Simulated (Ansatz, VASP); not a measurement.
# Cross-check of InAs between VASP and Ansatz

One calculation is typed for both programs; each brings its own data sets. How far apart do they land? The cell is taken from a series of runs on this material, whose earlier steps may have relaxed, scaled, displaced or heated it; both programs get it as it stands.

Main program and level: Ansatz 0.2.0; plane waves, with VASP 6.6.1 beside it; zone-centre phonons at PBEsol.

**1. The structure**

It takes space group F-43m (No. 216, cubic). The conventional cell has a = 6.206 Å, b = 6.206 Å, c = 6.206 Å, α = 90.00°, β = 90.00°, γ = 90.00°. Nearest to As lie 4 In at 2.69 Å. Nearest to In lie 4 As at 2.69 Å. Farther neighbours are not listed.

As a file:

```cif
data_structure
_symmetry_space_group_name_H-M 'P 1'
_symmetry_Int_Tables_number 1
_cell_length_a 4.3886
_cell_length_b 4.3886
_cell_length_c 4.3886
_cell_angle_alpha 60.000
_cell_angle_beta 60.000
_cell_angle_gamma 60.000
_cell_volume 59.77
loop_
_atom_site_label
_atom_site_type_symbol
_atom_site_fract_x
_atom_site_fract_y
_atom_site_fract_z
_atom_site_occupancy
As1 As 0.75000 0.75000 0.75000 1
In2 In 0.00000 0.00000 0.00000 1
```

**2. Ansatz: zone-centre phonons, PBEsol**

Ansatz runs on its PAW soft_1 files.

Second derivatives magnify differences that forces hide, and they need a tight electronic threshold.

The input, input.yaml:

```yaml
crystal:
  lattice:
    - [0.0, 3.1032320173, 3.1032320173]
    - [3.1032320173, 0.0, 3.1032320173]
    - [3.1032320173, 3.1032320173, 0.0]
  atoms:
    - { symbol: As, position: [0.75, 0.75, 0.75] }
    - { symbol: In, position: [0.0, 0.0, 0.0] }
kpoints:
  mp_grid: { grid: [12, 12, 12] }
hamiltonian:
  xc: pbesol
  pseudopotentials: { kind: paw, azcp: { folder: soft_1 }, xc_functional: pbe }
scf:
  occupations: { method: methfessel_paxton, width: 0.2 }
output:
  eigenvalues: true
phonons:
  method: dfpt
```

The run is started by

```bash
$ ansatz run input.yaml --threads 4 --pin off --max-ram 10240MiB --backend cpu --events-out ev --progress --plain --runs-dir out
```

Numbers of over 12 decimals in the logs are rounded to 6 here.

The program printed:

```text
zone centre: on kpoints.mp_grid the ground state, and the responses unless they are solved on pairs of k-points, stand on 163 of the mesh's 1728 k-points, reduced under 8 symmetry operations, with k and −k counted as one. Each operation leaves every solved displacement unchanged or reverses it
Engine: ansatz 0.2.0, aarch64-unknown-linux-gnu
Pseudopotentials: kind: paw
Pseudopotential: As, paw, valence charge 15, recommended cutoff 420 eV (normal), soft_1/As.paw.azcp
Pseudopotential: In, paw, valence charge 13, recommended cutoff 420 eV (normal), soft_1/In.paw.azcp
Functional definition: PBEsol
  exchange = pbesol_x
  correlation = pbesol_c
Crystal: 2 atoms, lattice volume = 59.769 Å³
Basis set: ecut = 420 eV, 1211 PW (Γ), exchange–correlation on 60×60×60 points (8 copies of the dense FFT grid, shifted against one another)
Bands: 18, of which v1, the nominal top of the filled ones, is band 14 counted from 1 (13 counted from 0)
Symmetry: 24 space group operations
k-points: 163 of 1728 (irreducible under 8 space group operations, time reversal used)
Non-local potential: As, projectors of the file, l = 0: 2, l = 1: 2, l = 2: 3, l = 3: 1
Non-local potential: In, projectors of the file, l = 0: 2, l = 1: 2, l = 2: 2, l = 3: 1
PAW form: soft (Blöchl's): semilocal exchange-correlation on the pseudo side does not see the compensation charge
PAW frozen core: As, regenerated for the run's functional, and the local potential with it (the file was generated under x = pbe(κ = 0.804, μ = 0.219515), c = pbe(β = 0.066725))
PAW frozen core: In, regenerated for the run's functional, and the local potential with it (the file was generated under x = pbe(κ = 0.804, μ = 0.219515), c = pbe(β = 0.066725))
PAW one-centre angular grid: As, 590 points (default); XC on 64 Gauss nodes
PAW one-centre angular grid: In, 590 points (default); XC on 64 Gauss nodes
Initial density: superposition of atomic densities (chi_scale 0.1, normalization cell, long waves kept (reshape's long-wave potential 0.00 eV rms))
Initial wavefunctions: pseudopotential atomic-orbital guess
Functional: x = pbesol(κ = 0.804, μ = 0.123457), c = pbesol(β = 0.046)
SCF iter   1: F=—  HF=-10338.948657 eV  |F-HF|=—  |Δ(HF+E_count)|=         —  Δρ=2.66e-2  dr2=3.35e-1  ethr=3.10e-3  ⟨swp⟩=5.2  Hψ=14638  notcnv=0
preconditioner: auto → none  [insulator: Δε(μ)=0.609 eV  Ē_g=14.356 eV  σ=0.200 eV  W_gap=0.69  n_scr=14 (ndim 8)  ℏωp=20.4 eV  f_vac=0.022  D(μ)=0.06/eV (n_scr^D=0)  ε∞_Penn≈3.0]
SCF iter   2: F=—  HF=-10338.877709 eV  |F-HF|=—  |Δ(HF+E_count)|=   7.09e-2  S|Δr|=    0.00e0  Δρ=1.19e-2  dr2=6.26e-2  ethr=1.20e-3  ⟨swp⟩=2.0  Hψ=4835  notcnv=0
SCF iter   3: F=—  HF=-10338.865727 eV  |F-HF|=—  |Δ(HF+E_count)|=   1.20e-2  S|Δr|=    0.00e0  Δρ=1.37e-3  dr2=2.44e-3  ethr=2.24e-4  ⟨swp⟩=2.0  Hψ=4241  notcnv=0
SCF iter   4: F=—  HF=-10338.865002 eV  |F-HF|=—  |Δ(HF+E_count)|=   7.25e-4  S|Δr|=    0.00e0  Δρ=5.13e-4  dr2=1.13e-4  ethr=8.71e-6  ⟨swp⟩=2.0  Hψ=5216  notcnv=0
SCF iter   5: F=—  HF=-10338.864986 eV  |F-HF|=—  |Δ(HF+E_count)|=   1.58e-5  S|Δr|=    0.00e0  Δρ=1.74e-4  dr2=7.71e-6  ethr=4.04e-7  ⟨swp⟩=2.0  Hψ=5217  notcnv=0
SCF iter   6: F=—  HF=-10338.864996 eV  |F-HF|=—  |Δ(HF+E_count)|=   9.27e-6  S|Δr|=    0.00e0  Δρ=3.09e-5  dr2=2.85e-7  ethr=2.75e-8  ⟨swp⟩=2.0  Hψ=3543  notcnv=0
SCF iter   7: F=—  HF=-10338.864995 eV  |F-HF|=—  |Δ(HF+E_count)|=   7.79e-7  S|Δr|=    0.00e0  Δρ=6.97e-6  dr2=1.98e-8  ethr=1.02e-9  ⟨swp⟩=2.0  Hψ=5217  notcnv=0
SCF iter   8: F=—  HF=-10338.864995 eV  |F-HF|=—  |Δ(HF+E_count)|=   2.60e-9  S|Δr|=    0.00e0  Δρ=1.31e-6  dr2=5.12e-10  ethr=7.07e-11  ⟨swp⟩=2.0  Hψ=5163  notcnv=0
SCF iter   9: F=—  HF=-10338.864995 eV  |F-HF|=—  |Δ(HF+E_count)|=  5.82e-11  S|Δr|=    0.00e0  Δρ=2.05e-7  dr2=1.27e-11  ethr=1.83e-12  ⟨swp⟩=2.0  Hψ=5217  notcnv=0
SCF iter  10: F=-10338.864995 eV  HF=-10338.864995 eV  |F-HF|=1.82e-12  |Δ(HF+E_count)|=  2.18e-11  S|Δr|=    0.00e0  Δρ=1.46e-8  dr2=9.88e-14  ethr=1.00e-12  ⟨swp⟩=5.6  Hψ=11816  notcnv=0
SCF 1 converged in 10 iterations: F = -10338.864995 eV  dr2 = 9.88e-14
  greatest PAW one-centre occupation: 0.999 electrons in one spin orbital (limit 2), on the As atom at site 0 (counted from 0), in its partial waves of l = 2
DFPT response loops at Γ: preconditioner auto → Kerker (q_TF=auto, 2.404 Å⁻¹) (partly filled bands, converged f_vac=0.110); β = 1.00, the filter's whole step (`scf.mixing.beta` (0.50) is not read by the response loops under this deck's `scf.mixing.preconditioner`; to damp them name `kerker` or `kerker_dos`, under which they read `scf.mixing.beta`, and type it under 1.00, their step now; both keys bind the ground state too); Broyden in place of MSR1
SCF converged after 10 iterations
Stability not checked: this state was not tested for a lower state beside it, because cold or Methfessel-Paxton smearing, or corrected tetrahedra, fill the levels in a way that the test cannot read (fill_not_monotonic; see scf.lower_state_search)
Free energy (F): -10338.864995 eV
Harris-Foulkes:  -10338.864995 eV  (|F-HF|=1.82e-12)
Internal energy: -10338.865534 eV  (E = F + TS)
E sigma→0 (E₀):  -10338.865130 eV
Entropy (-TS):   0.000539 eV (0.270 meV/atom)
Fermi energy:    6.594201 eV
Step filling:    the computed levels leave a gap of 0.0000 eV = 0.0 smearing widths at the electron count; against every level under it full and every level over it empty, smearing changes F+E_penalty+E_count by +0.203 meV and its σ→0 estimate by +0.068 meV
--- Per-component energies (eV) ---
  E_band       = -344.405336
  E_kinetic    = 314.860592
  E_local      = -3583.286279  (includes V_loc(G=0)·N_el)
  E_nonlocal   = -63.494683
  E_hartree    = 1770.205048
  E_xc         = -210.605432
  E_vxc        = -161.983589  (∫ρ·V_xc dr)
  E_paw        = -6109.375281  (= ΣΔE_a)
  E_vpaw       = -390.911633  (= ΣTr[D̂ρ^β])
  E_aug_tail   = 0.000148  (compensation charges beyond the density's cutoff)
  E_ewald      = -2458.371981
  E_core_change = 1.202334  (= ΣΔE_core)
  E_smearing   = 0.000539  (= −TS)
  E_closure    = 0.000000  (closes the sum)
  Σ components = -10338.864995   (vs F -10338.864995, Δ=0.00e0)
--- Band table (eV; the first three rows and the last of 163) ---
  k-point 0: bands = [... 10 lower, -4.8663, 5.8730, 6.5488, 6.5488, 6.5488, 10.3761, 10.3761, 10.3761]
  k-point 1: bands = [... 10 lower, -4.8030, 5.0974, 6.4682, 6.4682, 7.1110, 10.3738, 10.4986, 10.4986]
  k-point 2: bands = [... 10 lower, -4.6206, 4.0054, 6.2708, 6.2708, 7.5133, 10.6540, 10.7821, 10.7821]
  k-point 162: bands = [... 10 lower, -3.1176, 1.1201, 3.8808, 3.9730, 10.3950, 10.7314, 11.2621, 12.4941]
--- Phonons (Γ-DFPT): 2 representative perturbations + reference, on 163 of 1728 k-points (Σ response iterations 6) ---
  k mesh reduced under 8 symmetry operations, with k and −k counted as one. Each operation leaves every solved displacement unchanged or reverses it
  ASR residual: 3.620e-5 → 0.000e0 eV/Å²; symmetrization residual: 1.692e-5 eV/Å²
  ASR residual per site (eV/Å²): 2.68e-5 3.62e-5
  Γ frequencies (cm⁻¹): 0.00 0.00 0.00 192.02 192.02 192.02
  non-analytic LO–TO correction: not included (Born effective charges unavailable; polar crystals: no LO–TO splitting at Γ)
```

Reading the cycles: dr2 is the Hartree energy of the density residual (eV), the measure of convergence; HF is the Harris–Foulkes estimate of the energy, which meets the free energy F at convergence.

[end of part 1 of 2]

[Lines on the potential files, build, host, timing and source positions are cut from VASP's logs without a mark.]

[Logs are printed without paths, hosts, clocks, repeated set-up lines and the standing remarks that a program may print on its own settings, such as how far it seeks lower states.]

[Hosts, paths, dates, database ids (printed as entryN), source tags and the programs' standing remarks are cut or masked in the printed files.]
